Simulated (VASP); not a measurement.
Input:

```xyz
2
Lattice="0.0000 3.0887 3.0887 3.0887 0.0000 3.0887 3.0887 3.0887 0.0000" Properties=species:S:1:pos:R:3 pbc="T T T"
Cd     0.0000     0.0000     0.0000
Se     1.5443     1.5443     1.5443
```

All values below come from AM05 GGA, VASP's PBE PAW potentials (set 64) (plane waves; VASP). Settings: 520 eV cut-off, 8×8×8 Γ-centred mesh, Gaussian smearing of 0.050 eV, potentials Cd Se.

Q: Give the stress tensor in GPa (positive for a compressed cell).

A: 
```
-1.36   0.00   0.00
 0.00  -1.36   0.00
 0.00   0.00  -1.36
```
The pressure is its mean diagonal, -1.36 GPa.

The compound is CdSe in the zinc blende structure, whereas wurtzite is the usual form. This cell is one point of a volume scan, at 1.03 of the reference volume.
